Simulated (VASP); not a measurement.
Given:

```xyz
1
Lattice="0.0000 1.8050 1.8050 1.8050 0.0000 1.8050 1.8050 1.8050 0.0000" Properties=species:S:1:pos:R:3 pbc="T T T"
Cu     0.0000     0.0000     0.0000
```

Level of theory: PBE GGA, VASP's PBE PAW potentials (set 64) (plane waves; VASP). Run with 520 eV cut-off, 16×16×16 Γ-centred mesh, first-order Methfessel-Paxton smearing of 0.10 eV, potentials Cu.

Energy and stress use the plane-wave basis of the starting cell.

**Question.** The ions, cell shape and volume are relaxed. Give the cell that the relaxation ends in.

**Answer.** 
```xyz
1
Lattice="0.0000 1.8172 1.8172 1.8172 0.0000 1.8172 1.8172 1.8172 0.0000" Properties=species:S:1:pos:R:3 pbc="T T T"
Cu     0.0000     0.0000     0.0000
```
Space group Fm-3m (225), at a tolerance of 0.03 Å.

**Question.** How do energy and volume change from the first to the last step?

**Answer.** The energy (σ→0) changes by -2.2 meV/atom and the volume by +2.0 %, in 3 ionic steps.

```csv
step,E(σ→0) (eV),max force (eV/Å),pressure (GPa),volume (Å³)
1,-3.7257,0.000,2.99,11.76
2,-3.7272,0.000,-1.56,12.14
3,-3.7279,0.000,-0.09,12.00
```

The compound is Cu in the fcc structure. This run relaxes it. Symmetry was kept, so distortions that lower it aren't found.
